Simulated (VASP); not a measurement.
CuSn3: equation of state with PBE

The system is CuSn3.

```
Sn Cu
1.0
    -2.23990    2.23990    4.87070
     2.23990   -2.23990    4.87070
     2.23990    2.23990   -4.87070
Sn Cu
3 1
Direct
  0.50000 0.50000 0.00000
  0.25000 0.75000 0.50000
  0.75000 0.25000 0.50000
  0.00000 0.00000 0.00000
```

The cell comes from a database or a generator and needn't be the stable form of this composition.

```
Program                : VASP 6.6.1
Task                   : equation of state
Functional             : PBE
Potentials or basis    : VASP PAW PBE potentials, release 64 (Sn_d, Cu)
Cutoff                 : 520 eV
k mesh                 : 8 × 8 × 8
Occupations            : fermi-dirac, width 0.05 eV
Spin                   : no spin polarisation
Further INCAR settings : ALGO = Normal; EDIFF = 1e-07; NBANDS = 34
```

| Item | Value |
| --- | --- |
| Equilibrium volume | 23.98 Å³/atom |
| Bulk modulus at fixed shape and positions | 53 GPa |
| Pressure derivative of the bulk modulus | 4.6 |

Energy against volume, from the lowest point:
```
volume (Å³/atom)  energy (meV/atom)
          22.971               7.73
          23.460               1.99
          23.948               0.00
          24.437               1.37
          24.926               5.74
          25.415              12.77
          25.903              22.19
```

All runs of the series together: 21 min on 1 thread of Intel(R) Xeon(R) 6975P-C (Granite Rapids), on a shared host.

Caveat: the cell was scaled at fixed shape and fractional positions, which overstates the stiffness of a crystal with free parameters, most of all of layers and chains.
